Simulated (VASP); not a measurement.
Crystal: TiC.

```xyz
2
Lattice="0.0000 2.1593 2.1593 2.1593 0.0000 2.1593 2.1593 2.1593 0.0000" Properties=species:S:1:pos:R:3 pbc="T T T"
Ti    0.0000    0.0000    0.0000
C     2.1593    2.1593    2.1593
```

Base run:

| Property | Result |
| --- | --- |
| Program | VASP 6.6.1 |
| Functional | PBE |
| Potentials or basis | VASP PAW PBE potentials, release 64 (Ti_sv, C) |
| Cutoff | 520 eV |
| k mesh | 12 × 12 × 12 |
| Occupations | fermi-dirac, width 0.05 eV |
| Spin | no spin polarisation |

Its results: band gap on the k mesh none (metal or under the smearing width); pressure 2.8 GPa.

Task: After a change of settings the same cell gave: band gap on the k mesh none (metal or under the smearing width); pressure -9.9 GPa. Which change was it?
A. functional from PBE to PBEsol
B. functional from PBE to LDA; potentials or basis from VASP PAW PBE potentials, release 64 (Ti_sv, C) to VASP PAW LDA potentials, release 64 (Ti_sv, C)
C. functional from PBE to r2SCAN
D. functional from PBE to HSE06; k mesh from 12 × 12 × 12 to 7 × 7 × 7

Result: B.
